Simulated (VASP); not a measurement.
Calculation: PW91 GGA, VASP's PBE PAW potentials (set 64) (plane waves; VASP).

The input files of a VASP run:

### KPOINTS
```
k-points along high-symmetry lines
10
Line-mode
Reciprocal
  0.000000   0.000000   0.000000 ! GAMMA
  0.000000   0.500000   0.000000 ! M

  0.000000   0.500000   0.000000 ! M
 -0.333333   0.666667   0.000000 ! K

 -0.333333   0.666667   0.000000 ! K
  0.000000   0.000000   0.000000 ! GAMMA

  0.000000   0.000000   0.000000 ! GAMMA
  0.000000   0.000000   0.500000 ! A

  0.000000   0.000000   0.500000 ! A
  0.000000   0.500000   0.500000 ! L

  0.000000   0.500000   0.500000 ! L
 -0.333333   0.666667   0.500000 ! H

 -0.333333   0.666667   0.500000 ! H
  0.000000   0.000000   0.500000 ! A

  0.000000   0.500000   0.500000 ! L
  0.000000   0.500000   0.000000 ! M

 -0.333333   0.666667   0.500000 ! H
 -0.333333   0.666667   0.000000 ! K
```

**INCAR**
```
SIGMA  =  0.05   ! width (eV)
ENCUT  =  520
LCHARG  =  .False.
NELM  =  100   ! most electronic steps
EDIFF  =  1E-7   ! SCF stop (eV)
GGA  =  91   ! PW91
LREAL  =  .False.
LASPH  =  .True.
ICHARG  =  11
LMAXMIX  =  6   ! l cut-off of mixed one-centre charges
PREC  =  Accurate
ISMEAR  =  0   ! Gaussian
LORBIT  =  11   ! lm-projected
LWAVE  =  .False.
SYSTEM  =  Re
ALGO  =  Normal   ! blocked Davidson
```

### POSCAR
```
Re
8.9823580
  0.1549094851  -0.2683110857   0.0000000000
  0.1549094851   0.2683110857   0.0000000000
  0.0000000000   0.0000000000   0.4999999851
Re
2
Cartesian
  0.1549094851   0.0894372074   0.1249999963
  0.1549094851  -0.0894372074   0.3749999889
```

POTCAR, in this order: Re (PBE.64 set). Program: vasp_std. Read from the step before: CHGCAR.

The resulting files:

### OUTCAR
```
 ion  position               nearest neighbor table
   1  0.333  0.667  0.250-   2 2.76   2 2.76   2 2.76   2 2.76   2 2.76   2 2.76
   2  0.667  0.333  0.750-   1 2.76   1 2.76   1 2.76   1 2.76   1 2.76   1 2.76
  LATTYP: Found a hexagonal cell.
 ALAT       =     2.7829048037
 C/A-ratio  =     1.6138456697
 Subroutine PRICEL returns:
 Original cell was already a primitive cell.
 Subroutine GETGRP returns: Found 24 space group operations
The static configuration has the point symmetry D_3d.
 The point group associated with its full space group is D_6h.
The dynamic configuration has the point symmetry D_3d.
 Subroutine INISYM returns: Found 24 space group operations
   k-points           NKPTS =     90   k-points in BZ     NKDIM =     90   number of bands    NBANDS=     11
   number of dos      NEDOS =    301   number of ions     NIONS =      2
   total plane-waves  NPLWV =  20736
   dimension x,y,z NGX =    24 NGY =   24 NGZ =   36
   dimension x,y,z NGXF=    48 NGYF=   48 NGZF=   72
   ions per type =               2
   PREC   = accura    normal or accurate (medium, high low for compatibility)
   ISTART =      0    job   : 0-new  1-cont  2-samecut
   ICHARG =     11    charge: 1-file 2-atom 10-const
   ISPIN  =      1    spin polarized calculation?
   LNONCOLLINEAR =      F non collinear calculations
   LSORBIT =      F    spin-orbit coupling
   INIWAV =      1    electr: 0-lowe 1-rand  2-diag
   ENCUT  =  520.0 eV  38.22 Ry    6.18 a.u.   5.17  5.17  8.35*2*pi/ulx,y,z
   NELM   =    100;   NELMIN=  2; NELMDL= -5     # of ELM steps
   EDIFF  = 0.1E-06   stopping-criterion for ELM
   LREAL  =      F    real-space projection
   NLSPLINE    = F    spline interpolate recip. space projectors
   LMAXMIX     =    6 max onsite mixed and CHGCAR
   VOSKOWN=      0    Vosko Wilk Nusair interpolation
   EDIFFG = 0.1E-05   stopping-criterion for IOM
   NSW    =      0    number of steps for IOM
   NBLOCK =      1;   KBLOCK =      1    inner block; outer block
   IBRION =     -1    ionic relax: 0-MD 1-quasi-New 2-CG
   NFREE  =      0    steps in history (QN), initial steepest desc. (CG)
   ISIF   =      2    stress and relaxation
   ISYM   =      2    0-nonsym 1-usesym 2-fastsym
...
```

OSZICAR:
```
       N       E                     dE             d eps       ncg     rms          rms(c)
DAV:   1     0.272575659492E+02    0.27258E+02   -0.68865E+03  3578   0.156E+03
DAV:   2    -0.181639397683E+02   -0.45422E+02   -0.38749E+02  3190   0.304E+02
DAV:   3    -0.240995443554E+02   -0.59356E+01   -0.46472E+01  3340   0.226E+02
DAV:   4    -0.245461018981E+02   -0.44656E+00   -0.37441E+00  3598   0.280E+01
DAV:   5    -0.245719005714E+02   -0.25799E-01   -0.24586E-01  3463   0.399E+00
DAV:   6    -0.245729771763E+02   -0.10766E-02   -0.10571E-02  3459   0.647E-01
DAV:   7    -0.245730892830E+02   -0.11211E-03   -0.11077E-03  3382   0.154E-01
DAV:   8    -0.245730981838E+02   -0.89008E-05   -0.88401E-05  3308   0.279E-02
DAV:   9    -0.245730996528E+02   -0.14690E-05   -0.14655E-05  3020   0.109E-02
DAV:  10    -0.245730998078E+02   -0.15501E-06   -0.15480E-06  2797   0.446E-03
DAV:  11    -0.245730998321E+02   -0.24334E-07   -0.23677E-07  2486   0.201E-03
   1 F= -.24573100E+02 E0= -.24571238E+02  d E =-.372316E-02
```

File OUTCAR:
```
 val. band max:        7.6443775957   @ k =  -0.2963   0.5926   0.5000

 cond. band min:       7.6813881435   @ k =   0.0000   0.1111   0.0000



 k-point     1 :       0.0000    0.0000    0.0000
  band No.  band energies     occupation
      1      -2.0250      2.00000
      2       1.1770      2.00000
      3       6.0878      2.00000
      4       6.0878      2.00000
      5       6.0914      2.00000
      6       6.8947      2.00000
      7       6.8947      2.00000
      8       7.7891      0.00050
      9       7.7891      0.00050
     10       8.2928      0.00000
     11      10.8789      0.00000

 k-point     2 :       0.0000    0.0556    0.0000
  band No.  band energies     occupation
      1      -1.9013      2.00000
      2       1.2936      2.00000
      3       5.7338      2.00000
      4       6.2004      2.00000
      5       6.4051      2.00000
      6       6.8067      2.00000
      7       7.0011      2.00000
      8       7.5588      1.99760
      9       7.6937      0.43534
     10       7.9465      0.00000
     11      10.9435      0.00000

 k-point     3 :       0.0000    0.1111    0.0000
  band No.  band energies     occupation
      1      -1.5404      2.00000
      2       1.6214      2.00000
      3       5.3204      2.00000
      4       6.5178      2.00000
      5       6.5344      2.00000
      6       6.6862      2.00000
      7       6.8013      2.00000
      8       7.3155      2.00000
      9       7.4426      2.00000
     10       7.6814      0.66593
     11      11.1042      0.00000

 k-point     4 :       0.0000    0.1667    0.0000
  band No.  band energies     occupation
      1      -0.9750      2.00000
      2       2.0787      2.00000
      3       4.9173      2.00000
      4       5.7030      2.00000
      5       6.2126      2.00000
      6       7.0775      2.00000
      7       7.1070      2.00000
      8       7.2420      2.00000
      9       7.4252      2.00000
     10       7.8233      0.00001
...
```

The density is held fixed in this step, so its total energy and stress have no physical meaning. Unless said otherwise, spin-orbit coupling is left out, though it shifts the bands of the heavy elements here.

The compound is Re in the hcp structure. It was relaxed first.
